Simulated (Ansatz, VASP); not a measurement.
# NbP in two plane-wave programs

Aim: how closely do two programs agree when they are given the same cell, functional and k mesh? The cell is taken from a series of VASP runs on this material, whose earlier steps may have relaxed, scaled or displaced it; both programs get it as it stands.

Method: plane waves, with VASP 6.6.1 beside it; zone-centre phonons at PBEsol, in Ansatz 0.2.0.

## 1. Set-up

The structure is tetragonal, space group I4_1md (No. 109). The conventional cell has a = 3.318 Å, b = 3.318 Å, c = 11.286 Å, α = 90.00°, β = 90.00°, γ = 90.00°. Nearest to Nb lie 6 P at 2.52 Å. P has 6 Nb at 2.52 Å nearest. Farther neighbours are not listed.

As a file:

```cif
data_structure
_symmetry_space_group_name_H-M 'P 1'
_symmetry_Int_Tables_number 1
_cell_length_a 6.1113
_cell_length_b 6.1113
_cell_length_c 6.1113
_cell_angle_alpha 148.495
_cell_angle_beta 148.495
_cell_angle_gamma 45.155
_cell_volume 62.13
loop_
_atom_site_label
_atom_site_type_symbol
_atom_site_fract_x
_atom_site_fract_y
_atom_site_fract_z
_atom_site_occupancy
Nb1 Nb 0.25017 0.75017 0.50000 1
Nb2 Nb 0.50017 0.50017 0.00000 1
P3 P 0.83246 0.33246 0.50000 1
P4 P 0.08246 0.08246 0.00000 1
```

## 2. VASP: zone-centre phonons, PBEsol

Second derivatives magnify differences that forces hide, and they need a tight electronic threshold.

Lines of VASP's logs that name or quote its potential files are left out, and so is its time.

INCAR reads:

```
SYSTEM = NbP
PREC = Accurate
ENCUT = 450
EDIFF = 1E-08
NELM = 100
ISMEAR = 0
SIGMA = 0.05
LREAL = .FALSE.
ALGO = Normal
GGA = PS
NBANDS = 24
LASPH = .TRUE.
LORBIT = 11
LWAVE = .FALSE.
LCHARG = .FALSE.
KPAR = 8
IBRION = 8
ISIF = 2
```

POSCAR reads:

```
NbP
1.0
   -1.6591028069      1.6591028069      5.6429703426
    1.6591028069     -1.6591028069      5.6429703426
    1.6591028069      1.6591028069     -5.6429703426
Nb P
2 2
Direct
    0.2501677174      0.7501677174      0.5000000000
    0.5001677174      0.5001677174      0.0000000000
    0.8324608526      0.3324608526      0.5000000000
    0.0824608526      0.0824608526      0.0000000000
```

KPOINTS reads:

```
Automatic mesh
0
Gamma
14 14 14
0 0 0
```

PAW data sets: Nb_sv and P (PBE family, release 64).

On the command line:

```
$ mpirun -np 8 vasp_std
```

Numbers of over 12 decimals in the logs are rounded to 6 here.

Output:

```text
[banner, memory and clock lines left out]
running    8 mpi-ranks, on    1 nodes
 distrk:  each k-point on    1 cores,    8 groups
 distr:  one band on    1 cores,    1 groups

 POSCAR found type information on POSCAR NbP
 POSCAR found :  2 types and       4 ions
|                                                                             |
|           W    W    AA    RRRRR   N    N  II  N    N   GGGG   !!!           |
|           W    W   A  A   R    R  NN   N  II  NN   N  G    G  !!!           |
|           W    W  A    A  R    R  N N  N  II  N N  N  G       !!!           |
|           W WW W  AAAAAA  RRRRR   N  N N  II  N  N N  G  GGG   !            |
|           WW  WW  A    A  R   R   N   NN  II  N   NN  G    G                |
|           W    W  A    A  R    R  N    N  II  N    N   GGGG   !!!           |
|                                                                             |
|     For optimal performance we recommend to set                             |
|       NCORE = 2 up to number-of-cores-per-socket                            |
|     NCORE specifies how many cores store one orbital (NPAR=cpu/NCORE).      |
|     This setting can greatly improve the performance of VASP for DFT.       |
|     The default, NCORE=1 might be grossly inefficient on modern             |
|     multi-core architectures or massively parallel machines. Do your        |
|     Unfortunately you need to use the default for GW and RPA                |
|     calculations (for HF NCORE is supported but not extensively tested      |
|     yet).                                                                   |
|                                                                             |

|                                                                             |
|               ----> ADVICE to this user running VASP <----                  |
|                                                                             |
|     You enforced a specific xc type in the INCAR file but a different       |
|     [... a line on the potential file left out ...]
|     I HOPE YOU KNOW WHAT YOU ARE DOING!                                     |
|                                                                             |

 LDA part: xc-table for (Slater+PW92), standard interpolation
 POSCAR, INCAR and KPOINTS ok, starting setup
 FFT: planning ... GRIDC
 FFT: planning ... GRID_SOFT
 FFT: planning ... GRID
 WAVECAR not read
 entering main loop
       N       E                     dE             d eps       ncg     rms          rms(c)
DAV:   1     0.315700039130E+03    0.31570E+03   -0.18003E+04 11720   0.134E+03
DAV:   2    -0.129626212929E+02   -0.32866E+03   -0.32136E+03 14176   0.498E+02
DAV:   3    -0.388135667071E+02   -0.25851E+02   -0.25522E+02 21888   0.102E+02
DAV:   4    -0.400935585971E+02   -0.12800E+01   -0.12763E+01 17040   0.199E+01
DAV:   5    -0.401500153357E+02   -0.56457E-01   -0.56444E-01 20352   0.443E+00    0.137E+01
DAV:   6    -0.378539750252E+02    0.22960E+01   -0.98859E+00 17584   0.208E+01    0.499E+00
DAV:   7    -0.378490348986E+02    0.49401E-02   -0.64732E-01 19736   0.429E+00    0.298E+00
DAV:   8    -0.378389577069E+02    0.10077E-01   -0.66793E-02 16872   0.174E+00    0.451E-01
DAV:   9    -0.378391995306E+02   -0.24182E-03   -0.93618E-03 20744   0.622E-01    0.301E-01
DAV:  10    -0.378394041288E+02   -0.20460E-03   -0.17093E-03 15272   0.406E-01    0.560E-02
DAV:  11    -0.378393787436E+02    0.25385E-04   -0.12253E-04 16904   0.902E-02    0.210E-02
DAV:  12    -0.378393775357E+02    0.12079E-05   -0.80515E-06 17696   0.276E-02    0.440E-03
DAV:  13    -0.378393771667E+02    0.36902E-06   -0.48061E-07 18632   0.523E-03    0.191E-03
DAV:  14    -0.378393770673E+02    0.99387E-07   -0.50211E-08 15280   0.160E-03    0.679E-04
DAV:  15    -0.378393770068E+02    0.60489E-07   -0.57210E-09 11520   0.744E-04    0.142E-04
DAV:  16    -0.378393770090E+02   -0.21773E-08   -0.15981E-09 11272   0.480E-04
   1 F= -.37839377E+02 E0= -.37839032E+02  d E =-.689045E-03
 Linear response reoptimize wavefunctions to high precision
DAV:   1    -0.378393770083E+02    0.61391E-09   -0.84732E-10 11544   0.335E-04
DAV:   2    -0.378393770084E+02   -0.59572E-10   -0.49795E-10 11048   0.256E-04
 Linear response DOF=           6
 Linear response progress:
  Degree of freedom:   1/  6
       N       E                     dE             d eps       ncg     rms          rms(c)
RMM:   1    -0.589464161533E+00   -0.58946E+00    0.57985E+00 37826   0.236E+01
RMM:   2    -0.491506773493E+00    0.97957E-01   -0.55618E-01 54613   0.461E+00    0.183E-01
RMM:   3    -0.490941791397E+00    0.56498E-03   -0.44215E-02 68916   0.125E+00    0.107E-01
[...]
RMM:   9    -0.480688553969E+00   -0.11810E-05   -0.61840E-05 97016   0.208E-02    0.554E-04
RMM:  10    -0.480689229313E+00   -0.67534E-06   -0.36155E-05 99706   0.141E-02    0.480E-04
RMM:  11    -0.480693717522E+00   -0.44882E-05   -0.21254E-05 97682   0.103E-02    0.349E-04
RMM:  12    -0.480699418345E+00   -0.57008E-05   -0.12302E-05 94582   0.778E-03    0.272E-04
RMM:  13    -0.480707470174E+00   -0.80518E-05   -0.76388E-06 88773   0.610E-03    0.160E-04
RMM:  14    -0.480711717139E+00   -0.42470E-05   -0.50751E-06 92848   0.470E-03    0.842E-05
RMM:  15    -0.480713708099E+00   -0.19910E-05   -0.34000E-06 94930   0.369E-03    0.483E-05
[...]
RMM:  12    -0.554828793880E+00   -0.10240E-04   -0.12279E-05 52792   0.821E-03    0.322E-04
RMM:  13    -0.554828199261E+00    0.59462E-06   -0.67004E-06 55129   0.598E-03    0.250E-04
RMM:  14    -0.554833178972E+00   -0.49797E-05   -0.45143E-06 55136   0.470E-03    0.131E-04
[...]
RMM:  19    -0.554841301161E+00   -0.15267E-05   -0.55213E-07 50501   0.166E-03    0.308E-05
RMM:  20    -0.554840363259E+00    0.93790E-06   -0.59289E-07 48602   0.138E-03    0.683E-05
RMM:  21    -0.554840366549E+00   -0.32903E-08   -0.23141E-07 54400   0.115E-03    0.100E-04
RMM:  22    -0.554840529211E+00   -0.16266E-06   -0.26035E-07 53438   0.983E-04    0.117E-04
RMM:  23    -0.554840422292E+00    0.10692E-06   -0.21288E-07 52946   0.848E-04    0.145E-04
RMM:  24    -0.554840406949E+00    0.15343E-07    0.17335E-08 54145   0.738E-04    0.166E-04
RMM:  25    -0.554840852457E+00   -0.44551E-06   -0.11425E-07 50123   0.663E-04    0.152E-04
RMM:  26    -0.554840986371E+00   -0.13391E-06   -0.29118E-08 52694   0.577E-04    0.156E-04
 first order change of Fermi-energy  -0.36312E-02
 force on displaced ion       1 direction 3 :  -0.000   0.000 -17.449
 Linear response progress:
  Degree of freedom:   4/  6
       N       E                     dE             d eps       ncg     rms          rms(c)
RMM:   1    -0.535647381788E-01   -0.53565E-01   -0.52298E-02 85505   0.114E+00
RMM:   2    -0.459632302689E-01    0.76015E-02   -0.63409E-03 72252   0.363E-01    0.912E-02
RMM:   3    -0.463073904545E-01   -0.34416E-03   -0.90688E-04 79563   0.126E-01    0.478E-02
RMM:   4    -0.466448482552E-01   -0.33746E-03   -0.31482E-04 80635   0.745E-02    0.134E-02
RMM:   5    -0.466463856130E-01   -0.15374E-05   -0.10890E-04 85075   0.370E-02    0.646E-03
RMM:   6    -0.466658121350E-01   -0.19427E-04   -0.23173E-05 90958   0.154E-02    0.290E-03
RMM:   7    -0.466708275717E-01   -0.50154E-05   -0.61201E-06 92649   0.711E-03    0.170E-03
RMM:   8    -0.466707672532E-01    0.60318E-07   -0.13932E-06 93607   0.345E-03    0.375E-04
RMM:   9    -0.466712124526E-01   -0.44520E-06   -0.45187E-07 98102   0.162E-03    0.305E-04
RMM:  10    -0.466720967628E-01   -0.88431E-06   -0.11402E-07 93090   0.816E-04    0.590E-05
RMM:  11    -0.466719638610E-01    0.13290E-06   -0.22901E-07 98403   0.433E-04    0.249E-05
RMM:  12    -0.466719817220E-01   -0.17861E-07   -0.40191E-07 93716   0.247E-04    0.350E-05
RMM:  13    -0.466718755781E-01    0.10614E-06   -0.28714E-07 98994   0.152E-04    0.153E-05
RMM:  14    -0.466718593838E-01    0.16194E-07   -0.28413E-07 96805   0.105E-04    0.117E-05
RMM:  15    -0.466718526859E-01    0.66979E-08   -0.11774E-07 92130   0.828E-05    0.781E-06
RMM:  16    -0.466718438416E-01    0.88442E-08   -0.13486E-07 90717   0.719E-05    0.444E-06
RMM:  17    -0.466718381820E-01    0.56596E-08   -0.50471E-08 92943   0.655E-05    0.155E-06
 first order change of Fermi-energy   0.12349E-04
 force on displaced ion       3 direction 1 :  -9.681   0.000   0.000
 Linear response progress:
  Degree of freedom:   5/  6
       N       E                     dE             d eps       ncg     rms          rms(c)
RMM:   1    -0.561627405269E-01   -0.56163E-01   -0.54845E-02 86917   0.124E+00
RMM:   2    -0.484389881809E-01    0.77238E-02   -0.68066E-03 73697   0.395E-01    0.137E-01
RMM:   3    -0.488441296485E-01   -0.40514E-03   -0.13402E-03 79093   0.167E-01    0.652E-02
RMM:   4    -0.493653346299E-01   -0.52120E-03   -0.59655E-04 81526   0.104E-01    0.187E-02
RMM:   5    -0.494007350908E-01   -0.35400E-04   -0.21744E-04 85875   0.519E-02    0.870E-03
RMM:   6    -0.494286354033E-01   -0.27900E-04   -0.44879E-05 90185   0.216E-02    0.442E-03
RMM:   7    -0.494458959504E-01   -0.17261E-04   -0.13555E-05 90471   0.107E-02    0.267E-03
RMM:   8    -0.494430766320E-01    0.28193E-05   -0.34480E-06 96503   0.516E-03    0.105E-03
RMM:   9    -0.494430510266E-01    0.25605E-07   -0.11157E-06 94853   0.244E-03    0.619E-04
RMM:  10    -0.494461683370E-01   -0.31173E-05   -0.35078E-07 92351   0.138E-03    0.112E-04
RMM:  11    -0.494455503714E-01    0.61797E-06   -0.26348E-07 96965   0.752E-04    0.865E-05
RMM:  12    -0.494457402774E-01   -0.18991E-06   -0.77533E-07 96855   0.411E-04    0.332E-05
RMM:  13    -0.494457075368E-01    0.32741E-07   -0.52363E-07 99512   0.230E-04    0.209E-05
RMM:  14    -0.494456998566E-01    0.76802E-08   -0.47931E-07 94303   0.144E-04    0.203E-05
RMM:  15    -0.494457128179E-01   -0.12961E-07   -0.22804E-07 95641   0.104E-04    0.140E-05
RMM:  16    -0.494456992686E-01    0.13549E-07   -0.19373E-07 96426   0.837E-05    0.531E-06
RMM:  17    -0.494456914681E-01    0.78005E-08   -0.78564E-08 93241   0.720E-05    0.520E-06
 first order change of Fermi-energy   0.34002E-04
 force on displaced ion       3 direction 2 :  -0.000 -12.996  -0.000
 Linear response progress:
  Degree of freedom:   6/  6
       N       E                     dE             d eps       ncg     rms          rms(c)
RMM:   1    -0.713530847109E-01   -0.71353E-01   -0.62630E-02 51853   0.123E+00
RMM:   2    -0.600383610679E-01    0.11315E-01   -0.76298E-03 39731   0.436E-01    0.139E-01
RMM:   3    -0.602685143193E-01   -0.23015E-03   -0.19943E-03 39064   0.218E-01    0.114E-01
RMM:   4    -0.601816759173E-01    0.86838E-04   -0.50702E-04 42838   0.118E-01    0.574E-02
RMM:   5    -0.603679950568E-01   -0.18632E-03   -0.19414E-04 49514   0.619E-02    0.145E-02
RMM:   6    -0.603690530673E-01   -0.10580E-05   -0.48263E-05 51741   0.272E-02    0.859E-03
RMM:   7    -0.603757476338E-01   -0.66946E-05   -0.98117E-06 53389   0.131E-02    0.328E-03
RMM:   8    -0.603773202445E-01   -0.15726E-05   -0.81333E-07 52917   0.612E-03    0.106E-03
RMM:   9    -0.603801630683E-01   -0.28428E-05    0.10121E-07 54432   0.271E-03    0.546E-04
RMM:  10    -0.603816276980E-01   -0.14646E-05    0.31926E-07 49696   0.161E-03    0.274E-04
RMM:  11    -0.603811683002E-01    0.45940E-06    0.17699E-07 52396   0.845E-04    0.153E-04
RMM:  12    -0.603812701876E-01   -0.10189E-06    0.10879E-07 53677   0.442E-04    0.435E-05
RMM:  13    -0.603813107978E-01   -0.40610E-07    0.48612E-08 56245   0.250E-04    0.124E-05
RMM:  14    -0.603812806500E-01    0.30148E-07   -0.21163E-08 53870   0.139E-04    0.158E-05
RMM:  15    -0.603812888087E-01   -0.81587E-08    0.20016E-08 56044   0.998E-05    0.758E-06
 first order change of Fermi-energy   0.40857E-02
 force on displaced ion       3 direction 3 :   0.000  -0.000 -14.834
 Linear response finished
```

[end of part 1 of 2]

[Lines on the potential files, build, host, timing and source positions are cut from VASP's logs without a mark.]

[Logs are printed without paths, hosts, clocks, repeated set-up lines and the standing remarks that a program may print on its own settings, such as how far it seeks lower states.]

[Hosts, paths, dates, database ids (printed as entryN), source tags and the programs' standing remarks are cut or masked in the printed files.]
